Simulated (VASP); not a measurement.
Here is the system:

```yaml
crystal:
  lattice:
    - [2.57160, 1.48472, 4.59431]
    - [-2.57160, 1.48472, 4.59431]
    - [0.00000, -2.96943, 4.59431]
  atoms:
    - { symbol: Li, position: [0.71720, 0.71720, 0.71720] }
    - { symbol: Li, position: [0.21720, 0.21720, 0.21720] }
    - { symbol: Ta, position: [0.00139, 0.00139, 0.00139] }
    - { symbol: Ta, position: [0.50139, 0.50139, 0.50139] }
    - { symbol: O, position: [0.77503, 0.38318, 0.13501] }
    - { symbol: O, position: [0.13501, 0.77503, 0.38318] }
    - { symbol: O, position: [0.38318, 0.13501, 0.77503] }
    - { symbol: O, position: [0.63501, 0.88318, 0.27503] }
    - { symbol: O, position: [0.88318, 0.27503, 0.63501] }
    - { symbol: O, position: [0.27503, 0.63501, 0.88318] }
```

Level of theory: PBEsol GGA, VASP's PBE PAW potentials (set 64) (plane waves; VASP). Numerical set-up: 520 eV cut-off, 7×7×7 Γ-centred mesh, Gaussian smearing of 0.010 eV, potentials Li_sv Ta_pv O.

Q: What does the run give for the energy per atom (σ→0)?

A: 
```yaml
energy per atom (σ→0): -847.0 kJ/mol of atoms
```

Only differences to runs with the same potentials and settings are physical.

The structure comes from a computed database's LiTaO3 entry (R3c); how it stands against other phases isn't given here. It was relaxed first.
